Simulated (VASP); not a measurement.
Output of a VASP run:

**OUTCAR**
```
 ion  position               nearest neighbor table
   1  0.000  0.000  0.006-   4 2.81   5 2.81   4 2.81   5 2.81   3 2.83   3 2.83   3 2.83   3 2.83
                             4 2.94   5 2.94   5 2.94   4 2.94   2 3.45   2 3.45   2 3.45   2 3.45
   2  0.500  0.500  0.525-   3 1.83   4 2.00   5 2.00   5 2.00   4 2.00   3 2.31   1 3.45   1 3.45
                             1 3.45   1 3.45   1 3.55   1 3.55   1 3.55   1 3.55
   3  0.500  0.500  0.967-   2 1.83   2 2.31   1 2.83   1 2.83   1 2.83   1 2.83
   4  0.000  0.500  0.483-   2 2.00   2 2.00   1 2.81   1 2.81   1 2.94   1 2.94
   5  0.500  0.000  0.483-   2 2.00   2 2.00   1 2.81   1 2.81   1 2.94   1 2.94
  LATTYP: Found a simple tetragonal cell.
 ALAT       =     3.9897154264
 C/A-ratio  =     1.0381741596
 Subroutine PRICEL returns:
 Original cell was already a primitive cell.
 Subroutine GETGRP returns: Found  8 space group operations
The static configuration has the point symmetry C_4v.
The dynamic configuration has the point symmetry C_4v.
 Subroutine INISYM returns: Found  8 space group operations
 Subroutine IBZKPT returns following result:
 Found     40 irreducible k-points:

 Following reciprocal coordinates:
            Coordinates               Weight
  0.000000  0.000000  0.000000      1.000000
  0.166667  0.000000  0.000000      4.000000
  0.333333  0.000000  0.000000      4.000000
  0.500000  0.000000  0.000000      2.000000
  0.166667  0.166667  0.000000      4.000000
  0.333333  0.166667  0.000000      8.000000
  0.500000  0.166667  0.000000      4.000000
  0.333333  0.333333  0.000000      4.000000
  0.500000  0.333333  0.000000      4.000000
  0.500000  0.500000  0.000000      1.000000
  0.000000  0.000000  0.166667      2.000000
  0.166667  0.000000  0.166667      8.000000
  0.333333  0.000000  0.166667      8.000000
  0.500000  0.000000  0.166667      4.000000
  0.166667  0.166667  0.166667      8.000000
  0.333333  0.166667  0.166667     16.000000
  0.500000  0.166667  0.166667      8.000000
  0.333333  0.333333  0.166667      8.000000
  0.500000  0.333333  0.166667      8.000000
  0.500000  0.500000  0.166667      2.000000
  0.000000  0.000000  0.333333      2.000000
  0.166667  0.000000  0.333333      8.000000
  0.333333  0.000000  0.333333      8.000000
  0.500000  0.000000  0.333333      4.000000
  0.166667  0.166667  0.333333      8.000000
  0.333333  0.166667  0.333333     16.000000
  0.500000  0.166667  0.333333      8.000000
  0.333333  0.333333  0.333333      8.000000
  0.500000  0.333333  0.333333      8.000000
  0.500000  0.500000  0.333333      2.000000
  0.000000  0.000000  0.500000      1.000000
  0.166667  0.000000  0.500000      4.000000
  0.333333  0.000000  0.500000      4.000000
  0.500000  0.000000  0.500000      2.000000
  0.166667  0.166667  0.500000      4.000000
  0.333333  0.166667  0.500000      8.000000
  0.500000  0.166667  0.500000      4.000000
  0.333333  0.333333  0.500000      4.000000
  0.500000  0.333333  0.500000      4.000000
  0.500000  0.500000  0.500000      1.000000
   k-points           NKPTS =     40   k-points in BZ     NKDIM =     40   number of bands    NBANDS=     24
   number of dos      NEDOS =    601   number of ions     NIONS =      5
   total plane-waves  NPLWV =  28800
   dimension x,y,z NGX =    30 NGY =   30 NGZ =   32
   dimension x,y,z NGXF=    60 NGYF=   60 NGZF=   64
   ions per type =               1   1   3
   PREC   = accura    normal or accurate (medium, high low for compatibility)
   ISTART =      0    job   : 0-new  1-cont  2-samecut
   ICHARG =      2    charge: 1-file 2-atom 10-const
   ISPIN  =      1    spin polarized calculation?
   LNONCOLLINEAR =      F non collinear calculations
   LSORBIT =      F    spin-orbit coupling
   INIWAV =      1    electr: 0-lowe 1-rand  2-diag
   ENCUT  =  520.0 eV  38.22 Ry    6.18 a.u.   7.42  7.42  7.70*2*pi/ulx,y,z
   NELM   =    100;   NELMIN=  2; NELMDL= -5     # of ELM steps
   EDIFF  = 0.1E-06   stopping-criterion for ELM
   LREAL  =      F    real-space projection
   NLSPLINE    = F    spline interpolate recip. space projectors
...
```

File OSZICAR:
```
       N       E                     dE             d eps       ncg     rms          rms(c)
DAV:   1     0.459512376950E+03    0.45951E+03   -0.21449E+04  1920   0.180E+03
DAV:   2     0.223086723058E+01   -0.45728E+03   -0.44980E+03  2336   0.493E+02
DAV:   3    -0.485646548780E+02   -0.50796E+02   -0.50695E+02  2840   0.149E+02
DAV:   4    -0.506924208962E+02   -0.21278E+01   -0.21265E+01  2744   0.288E+01
DAV:   5    -0.507673042815E+02   -0.74883E-01   -0.74879E-01  2704   0.403E+00    0.238E+01
DAV:   6    -0.402297319243E+02    0.10538E+02   -0.76385E+01  3040   0.784E+01    0.104E+01
DAV:   7    -0.402091589476E+02    0.20573E-01   -0.13313E+01  2536   0.273E+01    0.680E+00
DAV:   8    -0.400149212894E+02    0.19424E+00   -0.10082E+00  2608   0.991E+00    0.294E+00
DAV:   9    -0.400465113809E+02   -0.31590E-01   -0.26955E-01  2656   0.415E+00    0.125E+00
DAV:  10    -0.400332175039E+02    0.13294E-01   -0.10646E-01  2568   0.348E+00    0.370E-01
DAV:  11    -0.400323704012E+02    0.84710E-03   -0.66781E-03  2632   0.622E-01    0.866E-02
DAV:  12    -0.400323111195E+02    0.59282E-04   -0.41115E-04  2296   0.165E-01    0.384E-02
DAV:  13    -0.400323043180E+02    0.68014E-05   -0.19166E-04  2528   0.134E-01    0.159E-02
DAV:  14    -0.400323049893E+02   -0.67124E-06   -0.42234E-05  3000   0.558E-02    0.598E-03
DAV:  15    -0.400323056416E+02   -0.65231E-06   -0.67834E-06  2672   0.195E-02    0.581E-03
DAV:  16    -0.400323054099E+02    0.23169E-06   -0.26199E-06  2608   0.137E-02    0.266E-03
DAV:  17    -0.400323054387E+02   -0.28801E-07   -0.85364E-07  2160   0.825E-03
   1 F= -.40882842E+02 E0= -.40882842E+02  d E =0.000000E+00
```

File OUTCAR:
```
------------------------ aborting loop because EDIFF is reached ----------------------------------------
 Edisp (eV)   -0.85054
  FORCE on cell =-STRESS in cart. coord.  units (eV):
  Direction    XX          YY          ZZ          XY          YZ          ZX
  --------------------------------------------------------------------------------------
  Total       0.01541     0.01541    -0.01329     0.00000     0.00000     0.00000
  in kB       0.37457     0.37457    -0.32295     0.00000     0.00000     0.00000
  external pressure =        0.14 kB  Pullay stress =        0.00 kB
  volume of cell :       65.93
      direct lattice vectors                 reciprocal lattice vectors
     3.989715426  0.000000000  0.000000000     0.250644443  0.000000000  0.000000000
     0.000000000  3.989715426  0.000000000     0.000000000  0.250644443  0.000000000
     0.000000000  0.000000000  4.142019460     0.000000000  0.000000000  0.241428127
 POSITION                                       TOTAL-FORCE (eV/Angst)
 -----------------------------------------------------------------------------------
      0.00000      0.00000      0.02477         0.000000      0.000000      0.009047
      1.99486      1.99486      2.17409         0.000000      0.000000     -0.006905
      1.99486      1.99486      4.00408         0.000000     -0.000000     -0.005816
      0.00000      1.99486      2.00150        -0.000000      0.000000      0.001837
      1.99486      0.00000      2.00150         0.000000      0.000000      0.001837
 -----------------------------------------------------------------------------------
    total drift:                                0.000000      0.000000      0.000179
  FREE ENERGIE OF THE ION-ELECTRON SYSTEM (eV)
  ---------------------------------------------------
  free  energy   TOTEN  =       -40.8828417185 eV

  energy  without entropy=      -40.8828417185  energy(sigma->0) =      -40.88284172

 total charge

# of ion       s       p       d       tot
------------------------------------------
    1        2.006   5.648   0.314   7.968
    2        2.217   6.264   1.757  10.237
    3        1.569   3.459   0.000   5.029
    4        1.563   3.463   0.000   5.026
    5        1.563   3.463   0.000   5.026
--------------------------------------------------
tot          8.918  22.297   2.071  33.285

 Electric field gradients after diagonalization (V/A^2)
 (convention: |V_zz| > |V_xx| > |V_yy|)
----------------------------------------------------------------------
 ion       V_xx      V_yy      V_zz     asymmetry (V_yy - V_xx)/ V_zz
----------------------------------------------------------------------
   1       3.849     3.849    -7.698       0.000
   2      -7.990    -7.990    15.981       0.000
   3      -7.629    -7.629    15.259       0.000
   4     -16.832    -9.802    26.635       0.264
   5     -16.832    -9.802    26.635       0.264
```
(Selected blocks of OUTCAR.)

POSCAR:
```
BaTiO3
1
    3.9897154264     0.0000000000     0.0000000000
    0.0000000000     3.9897154264    -0.0000000000
    0.0000000000    -0.0000000000     4.1420194597
Ba Ti O
1 1 3
Direct
  0.0000000000   0.0000000000   0.0059812494
  0.5000000000   0.5000000000   0.5248872271
  0.5000000000   0.5000000000   0.9666967441
  0.0000000000   0.5000000000   0.4832173897
  0.5000000000   0.0000000000   0.4832173897
```

Problem. Reconstruct the remaining input files.

Solution. Several could match; the one computed here: the input of the run itself, PBE GGA with D3 dispersion (zero damping), plane waves, VASP's PBE PAW potentials (set 64).

INCAR:
```
SYSTEM = BaTiO3
PREC = Accurate
ENCUT = 520
EDIFF = 1E-7
NELM = 100
ALGO = Normal
LREAL = .FALSE.
LASPH = .TRUE.
ISMEAR = -5
GGA = PE
IVDW = 11
LMAXMIX = 4
LWAVE = .FALSE.
LCHARG = .TRUE.
LORBIT = 11
NEDOS = 601
ISIF = 2
LEFG = .TRUE.
```

KPOINTS:
```
Automatic mesh
0
Gamma
6 6 6
0 0 0
```

POTCAR, in this order: Ba_sv Ti_sv O (PBE.64 set). Program: vasp_std.

The compound is BaTiO3 in the tetragonal perovskite structure. It was relaxed first.
